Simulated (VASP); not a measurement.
An input for Quantum ESPRESSO's pw.x (written as the equivalent of a VASP run, and not itself run):

```
&CONTROL
  calculation = 'vc-relax'
  pseudo_dir = './pseudo'
  outdir = './out'
  tprnfor = .true.
  tstress = .true.
  nstep = 60
  forc_conv_thr = 0.00078
/
&SYSTEM
  ibrav = 0
  nat = 3
  ntyp = 2
  ecutwfc = 84
  occupations = 'smearing'
  smearing = 'methfessel-paxton'
  degauss = 0.00735
  input_dft = 'pz'
/
&ELECTRONS
  conv_thr = 7.3e-08
  electron_maxstep = 100
/
&IONS
/
&CELL
/
ATOMIC_SPECIES
  Pt 195.084 Pt.upf
  S 32.060 S.upf
CELL_PARAMETERS angstrom
     3.5604568   -0.0000000   -0.0000000
    -1.7802284    3.0834460    0.0000000
     0.0000000   -0.0000000    4.5434066
ATOMIC_POSITIONS crystal
  Pt   0.0000000  0.0000000  0.0000000
  S    0.6666670  0.3333330  0.7382257
  S    0.3333330  0.6666670  0.2617743
K_POINTS automatic
  9 9 6 0 0 0
```

Q: Write the VASP files for the same calculation (LDA).

A: One answer among several that fit: 
File KPOINTS:
```
Automatic mesh
0
Gamma
9 9 6
0 0 0
```

**INCAR**
```
# general
SYSTEM  = PtS2
PREC    = Accurate
ENCUT   = 400
LREAL   = .FALSE.
LASPH   = .TRUE.

# electronic loop
EDIFF   = 1E-6
NELM    = 100
ALGO    = Normal
LMAXMIX = 6

# smearing
ISMEAR  = 1
SIGMA   = 0.1

# ions
IBRION  = 2
NSW     = 60
ISIF    = 3
EDIFFG  = -0.02

# output
LWAVE   = .FALSE.
LCHARG  = .FALSE.
```

POSCAR:
```
PtS2
1
    3.5604567707    -0.0000000000    -0.0000000000
   -1.7802283854     3.0834460211     0.0000000000
    0.0000000000    -0.0000000000     4.5434065851
Pt S
1 2
Direct
  0.0000000000   0.0000000000   0.0000000000
  0.6666670000   0.3333330000   0.7382256752
  0.3333330000   0.6666670000   0.2617743248
```

POTCAR, in this order: Pt S (LDA.64 set). Program: vasp_std.

Limits of the translation: the potentials are each code's own (VASP's PAW set, PseudoDojo norm-conserving files in pw.x), so ENCUT and ecutwfc are chosen apart and not converted; conv_thr bounds pw.x's estimated SCF error, while EDIFF bounds the energy change between steps; forc_conv_thr acts on force components and is met together with etot_conv_thr.

The structure comes from a computed database's PtS2 entry (P-3m1); how it stands against other phases isn't given here. It was relaxed first, which changed the volume by -18 %. The start is the result of an earlier pass.
